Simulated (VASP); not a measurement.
## TiC: single point with PBE

TiC:

```
Ti C
1.0
     0.00000    2.15930    2.15930
     2.15930    0.00000    2.15930
     2.15930    2.15930    0.00000
Ti C
1 1
Direct
  0.00000 0.00000 0.00000
  0.50000 0.50000 0.50000
```

```json
{
 "Program": "VASP 6.6.1",
 "Task": "single point",
 "Functional": "PBE",
 "Potentials or basis": "VASP PAW PBE potentials, release 64 (Ti_sv, C)",
 "Cutoff": "520 eV",
 "k mesh": "12 × 12 × 12",
 "Occupations": "fermi-dirac, width 0.05 eV",
 "Spin": "no spin polarisation",
 "Further INCAR settings": "ALGO = Normal; EDIFF = 1e-06; NBANDS = 15"
}
```

```json
{"Pressure": "2.8 GPa", "Band gap on the k mesh": "none (metal or under the smearing width)"}
```

Levels at points of the mesh, in eV from the Fermi level:
| k point | band 5 | band 6 | band 7 | band 8 | band 9 | band 10 | band 11 | band 12 |
| --- | --- | --- | --- | --- | --- | --- | --- | --- |
| (0.00, 0.00, 0.00) | -12.48 | 0.66 | 0.66 | 0.66 | 1.65 | 1.65 | 1.65 | 1.69 |
| (0.50, 0.00, 0.00) | -8.96 | -5.91 | -2.96 | -2.96 | 2.91 | 2.91 | 4.11 | 8.20 |
| (0.50, 0.50, 0.00) | -10.19 | -3.47 | -1.68 | -0.07 | -0.07 | 2.70 | 3.52 | 3.52 |

It took 8.6 s on 4 MPI ranks on Intel(R) Xeon(R) Platinum 8259CL CPU @ 2.50GHz (Skylake/Cascade Lake), with other jobs on the host, peak memory 0.14 GiB a rank.
